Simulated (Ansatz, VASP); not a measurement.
MgCdO in VASP and in Ansatz

```
Mg Cd O
1.0
     3.77915    0.00000    0.00000
    -1.88957    3.27284    0.00000
     0.00000    0.00000    3.70049
Mg Cd O
1 1 1
Cartesian
  0.0000 0.0000 1.8502
  0.0000 2.1819 0.0000
  1.8896 1.0909 0.0000
```

Change from the starting cell: species swapped into the TbNiAs type (P-6m2, No. 187).

Alike in both runs: task relaxation of cell and atoms; functional PBE; k mesh 6 × 6 × 6; occupations gaussian, width 0.1 eV; no spin polarisation.

```csv
,VASP,Ansatz
version,VASP 6.6.1,Ansatz 0.2.0
potentials or method,"VASP PAW PBE potentials, release 64 (Mg, Cd, O)","scalar-relativistic, plane waves, PAW"
plane-wave cutoff (eV),600,420
valence electrons in the cell,20,36
```

VASP gave:

```
gap on the k mesh at the Fermi level, each at its own relaxed structure (eV) : none
relaxed volume (Å³/atom)                                                     : 17.03
relaxed cell length with the largest relative difference (Å)                 : 3.781
energy change over the relaxation (meV/atom)                                 : -61
```

**Question.** Which values does Ansatz return?

**Answer.** gap on the k mesh at the Fermi level, each at its own relaxed structure (eV): none; relaxed volume (Å³/atom): 17.22; relaxed cell length with the largest relative difference (Å): 3.896; energy change over the relaxation (meV/atom): -56.

A gap of «none» marks a metal or a gap that the smearing closes. The two sets of potentials don't hold the same shells in valence.
